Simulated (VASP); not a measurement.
Here is a VASP 6.6.1 calculation.

INCAR

```
SYSTEM = InGaO2
PREC = Accurate
ENCUT = 520
EDIFF = 1E-6
ISMEAR = 0
SIGMA = 0.1
LREAL = .FALSE.
LASPH = .TRUE.
NELM = 120
ALGO = Normal
ISIF = 3
LWAVE = .FALSE.
LCHARG = .FALSE.
GGA = PE
IBRION = 2
NSW = 90
EDIFFG = -0.01
KPAR = 4
```

The input KPOINTS:

```
Automatic mesh
0
G
  14 14 14
  0 0 0
```

POSCAR

```
InGaO2
1.0
    1.5230187500      0.8793152900      6.6500000100
   -1.5230187500      0.8793152900      6.6500000100
    0.0000000000     -1.7586305800      6.6500000100
In Ga O
1 1 2
Direct
    0.0000000000      0.0000000000      0.0000000000
    0.5000000000      0.5000000000      0.5000000000
    0.1152381000      0.1152381000      0.1152381000
    0.8847619000      0.8847619000      0.8847619000
```

Potentials or basis: VASP PAW PBE potentials, release 64 (In_d, Ga_d, O).

Run with:

```sh
$ cat potpaw_PBE.64/In_d/POTCAR potpaw_PBE.64/Ga_d/POTCAR potpaw_PBE.64/O/POTCAR > POTCAR
$ mpirun -np 4 vasp_std > vasp.out
```

What does it give for the relaxed cell?

a = 6.849 Å, b = 6.849 Å, c = 6.849 Å, α = 25.64°, β = 25.64°, γ = 25.64°.

Estimate the band gap on the k mesh.

none (metal or under the smearing width).

Final structure:
```yaml
crystal:
  lattice:
    - [1.51982, 0.87747, 6.62037]
    - [-1.51982, 0.87747, 6.62037]
    - [0.00000, -1.75493, 6.62037]
  atoms:
    - { symbol: In, position: [0.00000, 0.00000, 0.00000] }
    - { symbol: Ga, position: [0.50000, 0.50000, 0.50000] }
    - { symbol: O, position: [0.11518, 0.11518, 0.11518] }
    - { symbol: O, position: [0.88482, 0.88482, 0.88482] }
```
